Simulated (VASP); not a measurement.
**BaY: changing the functional**

The structure is cubic, space group Pm-3m (No. 221). The conventional cell has a = 4.420 Å, b = 4.420 Å, c = 4.420 Å, α = 90.00°, β = 90.00°, γ = 90.00°. Ba (site symmetry m-3m) is surrounded by 8 Y at 3.83 Å. Around Y (site symmetry m-3m) lie 8 Ba at 3.83 Å.

The cell comes from a database or a generator and needn't be the stable form of this composition.

Kept alike: task band structure; k mesh 6 × 6 × 6; occupations fermi-dirac, width 0.05 eV; no spin polarisation. Program: VASP, PBE PAW files Ba_sv, Y_sv, 520 eV. The mesh is that of the run's cell of 2 atoms. No spin-orbit coupling.

| functional | pressure (GPa) |
| --- | --- |
| SCAN | 0.07 |
| TPSS | -0.45 |
| r2SCAN | 0.26 |

Pressure is positive in compression; the values hold the error of the finite cutoff, so their zero can differ a little from the energy's minimum. For a metal such a mesh leaves the last digits unconverged. Runs of this series that gave no sound value for these columns are left out. All rows use potentials made for PBE.

**Question.** What does the functional change here?

**Answer.** The pressure runs from -0.45 (TPSS) to 0.26 GPa (r2SCAN).
